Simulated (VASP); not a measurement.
Crystal: TiC.

```xyz
2
Lattice="0.0000 2.1500 2.1500 2.1500 0.0000 2.1500 2.1500 2.1500 0.0000" Properties=species:S:1:pos:R:3 pbc="T T T"
Ti    0.0000    0.0000    0.0000
C     2.1500    2.1500    2.1500
```

The cell was built by a generator and needn't be a form met in nature.

```yaml
Program: VASP 6.6.1
Task: relaxation of cell and atoms
Functional: PBE
Potentials_or_basis: VASP PAW PBE potentials, release 64 (Ti_sv, C)
Cutoff: 600 eV
k_mesh: 16 × 16 × 16
Occupations: methfessel-paxton, width 0.1 eV
Spin: no spin polarisation
```

At the start: pressure 6.1 GPa; volume 9.94 Å³/atom.

**Question.** How do energy, volume and symmetry change on relaxing?

**Answer.** Over 3 steps the energy falls by 4.4 meV/atom and the volume is 10.17 Å³/atom (+2.4 %); space group Fm-3m (No. 225, to 0.05 Å).

Step by step:
```csv
step,energy change (eV),largest force (eV/Å),pressure (GPa),volume (Å³)
1,0.0000,0.0000,6.08,19.88
2,0.0058,0.0000,-7.08,20.98
3,-0.0088,0.0000,-0.03,20.35
```

Final structure:
```
CELL_PARAMETERS angstrom
0.00000 2.16687 2.16687
2.16687 0.00000 2.16687
2.16687 2.16687 0.00000
ATOMIC_POSITIONS crystal
Ti 0.00000 0.00000 0.00000
C 0.50000 0.50000 0.50000
```
